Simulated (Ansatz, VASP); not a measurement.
# LuCrO3: VASP beside Ansatz, part 2 of 2

One calculation is typed for both programs; each brings its own data sets. How far apart do they land? The structure shown is the end of the Ansatz relaxation below.

VASP 6.6.1 and Ansatz 0.2.0.

So far: The structure; Ansatz: relaxation, PBEsol, DFT+U; VASP: single point, PBEsol, DFT+U.

In doubt: warnings of the run leave room for a lower electronic state (step 2), so energies may not be the lowest and differences between runs may mislead.

## (3) VASP: single point, PBEsol, DFT+U (continued)

Level of this step: PBEsol, DFT+U (Cr d 3.7 eV), spin-polarised from a ferromagnetic start, 4f electrons in the core; plane waves and PAW (Lu_3, Cr_pv, O) (VASP).

From OUTCAR (step 3):

```text
ion  position               nearest neighbor table
   1  0.929  0.750  0.022-  15 2.18  11 2.22  10 2.22  20 2.24  12 2.43  13 2.43  19 2.68  18 2.68
                             5 3.02   6 3.02   7 3.13   8 3.13   7 3.32   8 3.32   2 3.63   2 3.63
   2  0.429  0.750  0.478-  20 2.18  13 2.22  12 2.22  15 2.24  10 2.43  11 2.43  17 2.68  16 2.68
                             7 3.02   8 3.02   5 3.13   6 3.13   5 3.32   6 3.32   1 3.63   1 3.63
   3  0.571  0.250  0.522-   9 2.18  16 2.22  17 2.22  14 2.24  18 2.43  19 2.43  13 2.68  12 2.68
                             7 3.02   8 3.02   5 3.13   6 3.13   5 3.32   6 3.32   4 3.63   4 3.63
   4  0.071  0.250  0.978-  14 2.18  18 2.22  19 2.22   9 2.24  16 2.43  17 2.43  11 2.68  10 2.68
                             5 3.02   6 3.02   7 3.13   8 3.13   7 3.32   8 3.32   3 3.63   3 3.63
   5  0.500  0.000  0.000-  13 1.99  16 1.99   9 2.00  20 2.00  18 2.00  11 2.00   1 3.02   4 3.02
                             3 3.13   2 3.13   3 3.32   2 3.32
   6  0.500  0.500  0.000-  12 1.99  17 1.99   9 2.00  20 2.00  19 2.00  10 2.00   1 3.02   4 3.02
                             3 3.13   2 3.13   3 3.32   2 3.32
   7  0.000  0.000  0.500-  11 1.99  18 1.99  15 2.00  14 2.00  16 2.00  13 2.00   2 3.02   3 3.02
                             1 3.13   4 3.13   1 3.32   4 3.32
   8  0.000  0.500  0.500-  10 1.99  19 1.99  15 2.00  14 2.00  17 2.00  12 2.00   2 3.02   3 3.02
                             1 3.13   4 3.13   1 3.32   4 3.32
   9  0.453  0.250  0.122-   5 2.00   6 2.00   3 2.18   4 2.24
  10  0.195  0.562  0.190-   8 1.99   6 2.00   1 2.22   2 2.43   4 2.68
  11  0.195  0.938  0.190-   7 1.99   5 2.00   1 2.22   2 2.43   4 2.68
  12  0.695  0.562  0.310-   6 1.99   8 2.00   2 2.22   1 2.43   3 2.68
  13  0.695  0.938  0.310-   5 1.99   7 2.00   2 2.22   1 2.43   3 2.68
  14  0.953  0.250  0.378-   7 2.00   8 2.00   4 2.18   3 2.24
  15  0.047  0.750  0.622-   7 2.00   8 2.00   1 2.18   2 2.24
  16  0.305  0.062  0.690-   5 1.99   7 2.00   3 2.22   4 2.43   2 2.68
  17  0.305  0.438  0.690-   6 1.99   8 2.00   3 2.22   4 2.43   2 2.68
  18  0.805  0.062  0.810-   7 1.99   5 2.00   4 2.22   3 2.43   1 2.68
  19  0.805  0.438  0.810-   8 1.99   6 2.00   4 2.22   3 2.43   1 2.68
  20  0.547  0.750  0.878-   5 2.00   6 2.00   2 2.18   1 2.24

  LATTYP: Found a simple orthorhombic cell.
 ALAT       =     5.1824885755
 B/A-ratio  =     1.0646370552
 C/A-ratio  =     1.4509742477

 Subroutine GETGRP returns: Found  8 space group operations
 (whereof  2 operations were pure point group operations)

The static configuration has the point symmetry S_2 .
 The point group associated with its full space group is D_2h.

 Found     48 irreducible k-points:

   k-points           NKPTS =     48   k-points in BZ     NKDIM =     48   number of bands    NBANDS=    114

   dimension x,y,z NGX =    48 NGY =   60 NGZ =   42
   dimension x,y,z NGXF=    96 NGYF=  120 NGZF=   84

   ENCUT  =  600.0 eV  44.10 Ry    6.64 a.u.  11.02 15.02 10.35*2*pi/ulx,y,z

   NELECT =     156.0000    total number of electrons

 k-points in reciprocal lattice and weights: Automatic mesh
   0.00000000  0.00000000  0.00000000       0.007
   0.16666667  0.00000000  0.00000000       0.014
   0.33333333  0.00000000  0.00000000       0.014
   0.50000000  0.00000000  0.00000000       0.007
   0.00000000  0.25000000  0.00000000       0.014
   0.16666667  0.25000000  0.00000000       0.028
   0.33333333  0.25000000  0.00000000       0.028
   0.50000000  0.25000000  0.00000000       0.014
   0.00000000  0.50000000  0.00000000       0.007
[...]
0.00000000  0.00000000  0.50000000       0.007
[...]
k-point     2 :       0.1667    0.0000    0.0000
  band No.  band energies     occupation
    ...
     68       2.7781      1.00000
     69       3.0412      1.00000
     70       3.1082      1.00000
     71       3.2565      1.00000
     72       3.5027      1.00000
     73       8.1223      0.00000
     74       8.1361      0.00000
     75       8.2031      0.00000
     76       8.4647      0.00000
     77       8.5581      0.00000
    ...

 k-point     3 :       0.3333    0.0000    0.0000
  band No.  band energies     occupation
    ...
     68       2.8560      1.00000
     69       2.8653      1.00000
     70       3.0057      1.00000
     71       3.1045      1.00000
     72       3.3582      1.00000
     73       8.2773      0.00000
     74       8.3882      0.00000
     75       8.4539      0.00000
     76       8.6017      0.00000
     77       8.7201      0.00000
    ...

 k-point     4 :       0.5000    0.0000    0.0000
  band No.  band energies     occupation
    ...
     68       2.7879      1.00000
     69       3.0892      1.00000
     70       3.0892      1.00000
     71       3.0989      1.00000
     72       3.0989      1.00000
     73       8.4918      0.00000
     74       8.4918      0.00000
     75       8.6109      0.00000
     76       8.6109      0.00000
     77       8.7002      0.00000
    ...

 k-point     5 :       0.0000    0.2500    0.0000
  band No.  band energies     occupation
    ...
     68       2.9497      1.00000
     69       3.1290      1.00000
     70       3.1502      1.00000
     71       3.3021      1.00000
     72       3.3130      1.00000
     73       8.1098      0.00000
     74       8.1140      0.00000
     75       8.1372      0.00000
     76       8.3809      0.00000
     77       8.4670      0.00000
    ...

 k-point     6 :       0.1667    0.2500    0.0000
  band No.  band energies     occupation
    ...
     68       2.8995      1.00000
     69       2.9276      1.00000
     70       3.0618      1.00000
     71       3.2494      1.00000
     72       3.2999      1.00000
     73       8.1992      0.00000
     74       8.2349      0.00000
     75       8.2642      0.00000
     76       8.4805      0.00000
     77       8.5327      0.00000
    ...

 spin component 2
 k-point     1 :       0.0000    0.0000    0.0000
  band No.  band energies     occupation
    ...
     80       3.9135      1.00000
     81       4.0503      1.00000
     82       4.1466      1.00000
     83       4.1660      1.00000
     84       4.3348      1.00000
     85       7.0049      0.00000
     86       7.0271      0.00000
     87       7.1204      0.00000
     88       7.6724      0.00000
     89       8.2583      0.00000
    ...

  Total       -6.5080262     -5.7866068     -6.0703681      0.0000000      0.0000000     -0.0000000
  in kB      -48.4935003    -43.1179606    -45.2323618      0.0000000      0.0000000     -0.0000000
  external PRESSURE =     -45.6146076 kB  Pullay stress =       0.0000000 kB

  energy-cutoff  :      600.00
  volume of cell :      215.02
      direct lattice vectors                 reciprocal lattice vectors
     5.517469376  0.000000000  0.000000000     0.181242510  0.000000000  0.000000000
     0.000000000  7.519657462  0.000000000     0.000000000  0.132984781  0.000000000
     0.000000000  0.000000000  5.182488575     0.000000000  0.000000000  0.192957492

 POSITION                                       TOTAL-FORCE (eV/Angst)
 -----------------------------------------------------------------------------------
      5.12518      5.63974      0.11583        -0.025072     -0.000000     -0.019953
      2.36645      5.63974      2.47541        -0.025072      0.000000      0.019953
      3.15102      1.87991      2.70708         0.025072     -0.000000     -0.019953
      0.39229      1.87991      5.06666         0.025072     -0.000000      0.019953
      2.75873      0.00000      0.00000        -0.000000     -0.000000      0.000000
      2.75873      3.75983      0.00000        -0.000000     -0.000000      0.000000
      0.00000      0.00000      2.59124        -0.000000     -0.000000      0.000000
      0.00000      3.75983      2.59124        -0.000000     -0.000000      0.000000
      2.50056      1.87991      0.63043        -0.113847     -0.000000      0.163413
      1.07655      4.22547      0.98321        -0.097525      0.163818     -0.057859
      1.07655      7.05402      0.98321        -0.097525     -0.163818     -0.057859
      3.83528      4.22547      1.60804        -0.097525      0.163818      0.057859
      3.83528      7.05402      1.60804        -0.097525     -0.163818      0.057859
      5.25929      1.87991      1.96081        -0.113847     -0.000000     -0.163413
      0.25818      5.63974      3.22167         0.113847     -0.000000      0.163413
      1.68219      0.46564      3.57445         0.097525      0.163818     -0.057859
      1.68219      3.29419      3.57445         0.097525     -0.163818     -0.057859
      4.44092      0.46564      4.19928         0.097525      0.163818      0.057859
      4.44092      3.29419      4.19928         0.097525     -0.163818      0.057859
      3.01691      5.63974      4.55206         0.113847      0.000000     -0.163413
 -----------------------------------------------------------------------------------
    total drift:                                0.000000      0.000000      0.000000

  FREE ENERGIE OF THE ION-ELECTRON SYSTEM (eV)
  ---------------------------------------------------
  free  energy   TOTEN  =      -172.4889520410 eV

  energy  without entropy=     -172.4889520410  energy(sigma->0) =     -172.48895204

 total charge
# of ion       s       p       d       tot
------------------------------------------
    1        0.365   6.754   1.123   8.242
    2        0.365   6.754   1.123   8.242
    3        0.365   6.754   1.123   8.242
    4        0.365   6.754   1.123   8.242
    5        0.301   6.366   4.019  10.685
    6        0.301   6.366   4.019  10.685
    7        0.301   6.366   4.019  10.685
    8        0.301   6.366   4.019  10.685
    9        1.546   3.515   0.000   5.060
   10        1.543   3.496   0.000   5.039
   11        1.543   3.496   0.000   5.039
   12        1.543   3.496   0.000   5.039
   13        1.543   3.496   0.000   5.039
   14        1.546   3.515   0.000   5.060
   15        1.546   3.515   0.000   5.060
   16        1.543   3.496   0.000   5.039
   17        1.543   3.496   0.000   5.039
   18        1.543   3.496   0.000   5.039
   19        1.543   3.496   0.000   5.039
   20        1.546   3.515   0.000   5.060
--------------------------------------------------
tot         21.188  94.507  20.565 136.261

 magnetization (x)
# of ion       s       p       d       tot
------------------------------------------
    1       -0.003  -0.000  -0.011  -0.014
    2       -0.003  -0.000  -0.011  -0.014
    3       -0.003  -0.000  -0.011  -0.014
    4       -0.003  -0.000  -0.011  -0.014
    5       -0.017  -0.027  -2.851  -2.895
    6       -0.017  -0.027  -2.851  -2.895
    7       -0.017  -0.027  -2.851  -2.895
    8       -0.017  -0.027  -2.851  -2.895
    9        0.002   0.008   0.000   0.010
   10        0.002   0.001   0.000   0.003
   11        0.002   0.001   0.000   0.003
   12        0.002   0.001   0.000   0.003
   13        0.002   0.001   0.000   0.003
   14        0.002   0.008   0.000   0.010
   15        0.002   0.008   0.000   0.010
   16        0.002   0.001   0.000   0.003
   17        0.002   0.001   0.000   0.003
   18        0.002   0.001   0.000   0.003
   19        0.002   0.001   0.000   0.003
   20        0.002   0.008   0.000   0.010
--------------------------------------------------
tot         -0.053  -0.075 -11.446 -11.574

[... 5 further parts left out ...]
```

The data set Lu_3 holds the 4f electrons frozen in the core, so no f bands or f moments appear. The magnetic state follows from one typed start and may not be the lowest.

## (4) Comparison

Known differences besides the potentials themselves: VASP starts from the moments at which Ansatz ended; U acts on the PAW sphere in VASP and on atomic orbitals in Ansatz, so only states and trends compare; the data sets hold 228 valence electrons in Ansatz (on its default PAW (the set named soft_2) files) and 156 in VASP; the cutoff is 420 eV in Ansatz and 600 eV in VASP; Ansatz makes its cores anew for this functional, VASP keeps those of its PBE data sets; site moments are counted in spheres of each program's own size. Total energies have different zeros and are not compared.

The two programs side by side:

| quantity | Ansatz | VASP | difference |
| --- | --- | --- | --- |
| pressure (GPa) | -2.94 | -4.56 | +1.62 |
| gap on the k mesh (eV) | 2.400 | 2.599 | -0.199 |
| total moment (μB) | -12.00 | -12.00 | 0.00 |
| moment on Cr8 (μB) | -2.45 | -2.90 | +0.45 |
| moment on Cr7 (μB) | -2.45 | -2.90 | +0.45 |
| moment on Cr6 (μB) | -2.45 | -2.90 | +0.45 |
| moment on Cr5 (μB) | -2.45 | -2.90 | +0.45 |

A gap on the mesh is an upper bound, since the band edges may lie between its points.

## (5) Other set-ups

Further runs change the set-up of one program: Ansatz's method, potentials or start, or VASP's data sets, cutoff or form of LDA. The table gives Ansatz less VASP for each quantity, since a change that brings one quantity closer may part another.

```csv
run,pressure (GPa),gap on the k mesh (eV),total moment (μB)
as above,1.6,-0.20,3.0e-4
"VASP with the data sets Lu, Cr_sv and O",0.017,-0.30,1.0e-4
```

## (6) What came out

| Item | Value |
| --- | --- |
| difference in gap on the k mesh (single point, PBEsol, DFT+U) | -0.20 eV |
| difference in pressure (single point, PBEsol, DFT+U) | 1.6 GPa |

In words: The difference in gap on the k mesh is -0.20 eV (single point, PBEsol, DFT+U). The data sets hold unlike numbers of valence electrons (228 in Ansatz and 156 in VASP), so part of the differences comes from the potentials. By the marks of this series, far apart in the single point, PBEsol, DFT+U pair: the difference in pressure, 1.6 GPa. Single point, PBEsol, DFT+U, VASP with the data sets Lu, Cr_sv and O: the difference in pressure goes from 1.6 to 0.017 GPa; the difference in gap on the k mesh goes from -0.20 to -0.30 eV; the difference in total moment goes from 3.0e-4 to 1.0e-4 μB. How closely two codes agree says nothing of how well the functional describes the real material.

[Lines on the potential files, build, host, timing and source positions are cut from VASP's logs without a mark.]

[Logs are printed without paths, hosts, clocks, repeated set-up lines and the standing remarks that a program may print on its own settings, such as how far it seeks lower states.]

[Hosts, paths, dates, database ids (printed as entryN), source tags and the programs' standing remarks are cut or masked in the printed files.]
